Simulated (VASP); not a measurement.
AlAs (zinc blende): the bulk modulus from VASP (plane waves, PAW) at several levels of theory. Static lattice, third-order Birch-Murnaghan fit over five volumes.

```
level        bulk modulus (GPa)  error against measurement
-----------  ------------------  -------------------------
LDA                        75.7                     +0.9 %
PBE                        67.3                    -10.3 %
PBEsol                     72.2                     -3.7 %
RPBE                       63.6                    -15.2 %
AM05                       70.7                     -5.7 %
PBE-D3(BJ)                 73.1                     -2.5 %
PBE-D4                     73.6                     -1.8 %
optB88-vdW                 68.1                     -9.2 %
rev-vdW-DF2                69.1                     -7.8 %
```

Measured: 75.0 GPa at 0 K (as given by Daniel Mejia-Rodriguez et al., Physical Review B (2018), arXiv:1807.09216; 0 K value with the zero-point phonon effect removed).

The cell of the LDA run:

```
CELL_PARAMETERS angstrom
      0.00000     2.81893     2.81893
      2.81893     0.00000     2.81893
      2.81893     2.81893     0.00000
ATOMIC_POSITIONS crystal
  Al 0.00000 0.00000 0.00000
  As 0.25000 0.25000 0.25000
```

Only levels that ran to the end are used. Left out are those held back, those with too coarse a band path, GW runs whose mesh misses a band edge, hybrids' fits of cells that aren't cubic and levels without matching references; a question may draw on a part of the rest.

The compound is AlAs in the zinc blende structure.
